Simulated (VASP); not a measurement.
Calculation: LDA (Ceperley-Alder, Perdew-Zunger), VASP's LDA PAW potentials (set 64) (plane waves; VASP).

A VASP calculation is set up with these files.

**INCAR**
```
# general
SYSTEM  = ZrO2
PREC    = Accurate
ENCUT   = 280   # plane-wave cut-off (eV)
LREAL   = .FALSE.   # projection in real space or not
LASPH   = .TRUE.   # aspherical one-centre terms

# electronic loop
EDIFF   = 1E-6   # SCF stop (eV)
NELM    = 100
ALGO    = Normal   # blocked Davidson
LMAXMIX = 4   # l cut-off of mixed one-centre charges

# smearing
ISMEAR  = 0
SIGMA   = 0.5   # width (eV)

# ions
ISIF    = 2

# output
LWAVE   = .FALSE.
LCHARG  = .FALSE.
```

KPOINTS:
```
Automatic mesh
0
Gamma
4 4 4
0 0 0
```

File POSCAR:
```
ZrO2
1
    3.6001700000     0.0000000000     0.0000000000
    0.0000000000     3.6001700000     0.0000000000
    0.0000000000     0.0000000000     5.2251600000
Zr O
2 4
Direct
 -0.0068080000   0.0077820000  -0.0004630000
  0.4902780000   0.4993580000   0.5012010000
  0.0104230000   0.4901320000   0.2995260000
  0.0000030000   0.4988660000   0.8039780000
  0.4975160000  -0.0034790000   0.1997880000
  0.5085880000   0.0073420000   0.6959700000
```

POTCAR, in this order: Zr_sv O (LDA.64 set). Program: vasp_std.

At this cut-off the stress carries a Pulay error, which pulls relaxed volumes low. Gaps are read on the run's mesh, which can miss a band edge.

### Question
What does the run give for the energy per atom (σ→0), pressure, largest force, band gap (on the k-mesh)?

### Answer

| Item | Result |
|---|---|
| energy per atom (σ→0) | -10.579 eV/atom |
| band gap (on the k-mesh) | 4.05 eV |
| pressure | -66.94 GPa |
| largest force | 0.03924 Ry/bohr |

OSZICAR:
```
...
DAV:   8    -0.634790269146E+02    0.11453E+00   -0.25854E-01  2172   0.365E+00    0.104E+00
DAV:   9    -0.634747618376E+02    0.42651E-02   -0.34586E-02  2632   0.944E-01    0.381E-01
DAV:  10    -0.634741627002E+02    0.59914E-03   -0.10451E-02  2532   0.754E-01    0.161E-01
DAV:  11    -0.634741068597E+02    0.55841E-04   -0.15799E-03  2164   0.262E-01    0.863E-02
DAV:  12    -0.634740605670E+02    0.46293E-04   -0.18255E-04  2228   0.931E-02    0.100E-02
DAV:  13    -0.634740609099E+02   -0.34299E-06   -0.21174E-05  2724   0.244E-02    0.412E-03
DAV:  14    -0.634740609695E+02   -0.59521E-07   -0.25391E-07  1108   0.345E-03
   1 F= -.63474061E+02 E0= -.63474061E+02  d E =-.187854E-08
```

The structure comes from a computed database's ZrO2 entry; how it stands against other phases isn't given here. The cell was not relaxed at this level, atoms are displaced from their ideal sites. The k-mesh is coarse (spacing up to 0.44 per Å, 2π included), so the numbers may not be converged in it. The run is one of a series of settings (ENCUT = 280, GGA removed, SIGMA = 0.5, KPOINTS 4×4×4 Γ-centred mesh, POTCAR Zr_sv O (LDA.64 set) against the base run), some of them coarse on purpose.
